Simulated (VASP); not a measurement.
An input for Quantum ESPRESSO's pw.x (written as the equivalent of a VASP run, and not itself run):

```
&CONTROL
  calculation = 'vc-relax'
  pseudo_dir = './pseudo'
  outdir = './out'
  tprnfor = .true.
  tstress = .true.
  nstep = 60
  forc_conv_thr = 0.00078
/
&SYSTEM
  ibrav = 0
  nat = 4
  ntyp = 2
  ecutwfc = 84
  occupations = 'smearing'
  smearing = 'gaussian'
  degauss = 0.003675
  input_dft = 'pz'
/
&ELECTRONS
  conv_thr = 7.3e-08
  electron_maxstep = 100
/
&IONS
/
&CELL
/
ATOMIC_SPECIES
  B 10.810 B.upf
  N 14.007 N.upf
CELL_PARAMETERS angstrom
     1.2453450   -2.1570013    0.0000000
     1.2453450    2.1570013   -0.0000000
     0.0000000   -0.0000000    6.4613566
ATOMIC_POSITIONS crystal
  B    0.3333330  0.6666670  0.2500000
  B    0.6666670  0.3333330  0.7500000
  N    0.6666670  0.3333330  0.2500000
  N    0.3333330  0.6666670  0.7500000
K_POINTS automatic
  9 9 3 0 0 0
```

### Question
Write the VASP files for the same calculation (LDA).

### Answer
This is not unique; one that fits is 
File POSCAR:
```
BN
1
    1.2453450399    -2.1570012647     0.0000000000
    1.2453450399     2.1570012647    -0.0000000000
    0.0000000000    -0.0000000000     6.4613565673
B N
2 2
Direct
  0.3333330000   0.6666670000   0.2500000000
  0.6666670000   0.3333330000   0.7500000000
  0.6666670000   0.3333330000   0.2500000000
  0.3333330000   0.6666670000   0.7500000000
```

### KPOINTS
```
Automatic mesh
0
Gamma
  9 9 3
```

**INCAR**
```
ALGO = Normal
EDIFF = 1E-6
EDIFFG = -0.02
ENCUT = 520
IBRION = 2
ISIF = 3
ISMEAR = 0
LASPH = T
LCHARG = F
LREAL = F
LWAVE = F
NELM = 100
NSW = 60
PREC = Accurate
SIGMA = 0.05
SYSTEM = BN
```

POTCAR, in this order: B N (LDA.64 set). Program: vasp_std.

Limits of the translation: the potentials are each code's own (VASP's PAW set, PseudoDojo norm-conserving files in pw.x), so ENCUT and ecutwfc are chosen apart and not converted; conv_thr bounds pw.x's estimated SCF error, while EDIFF bounds the energy change between steps; forc_conv_thr acts on force components and is met together with etot_conv_thr.

The compound is BN in the hex structure. It was relaxed first. The start is the result of an earlier pass.
